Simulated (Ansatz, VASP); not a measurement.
## CoSi3Ir in VASP and in Ansatz

```
CELL_PARAMETERS angstrom
3.27836 0.00000 0.00000
0.00000 3.27836 0.00000
0.00000 0.00000 9.06451
ATOMIC_POSITIONS crystal
Co 0.00000 0.00000 0.00000
Si 0.00000 0.00000 0.75979
Si 0.00000 0.00000 0.24021
Si 0.00000 0.00000 0.50000
Ir 0.50000 0.50000 0.00000
```

Alike in both runs: functional PBE; k mesh 12 × 12 × 4; occupations gaussian, width 0.1 eV; no spin polarisation.

Ansatz relaxed the structure, and its values are those at the end. VASP's run is a single point on that final structure, the one shown.

|  | VASP | Ansatz |
| --- | --- | --- |
| version | VASP 6.6.1 | Ansatz 0.2.0 |
| potentials or method | VASP PAW PBE potentials, release 64 (Co, Si, Ir) | scalar-relativistic, plane waves, PAW |
| plane-wave cutoff (eV) | 520 | 420 |
| valence electrons in the cell | 30 | 46 |

Ansatz gave:

```
gap on the k mesh at the Fermi level (eV) : none
pressure (GPa)                            : 0.0
```

Question: What did VASP give for the same quantities?

Answer: gap on the k mesh at the Fermi level (eV): none; pressure (GPa): -0.2.

A gap of «none» marks a metal or a gap that the smearing closes. The two sets of potentials don't hold the same shells in valence.

The runs have no spin-orbit coupling, so splittings on Ir are missing. Spin polarisation is off, so any magnetic state and its effect on volume and gap are missing.
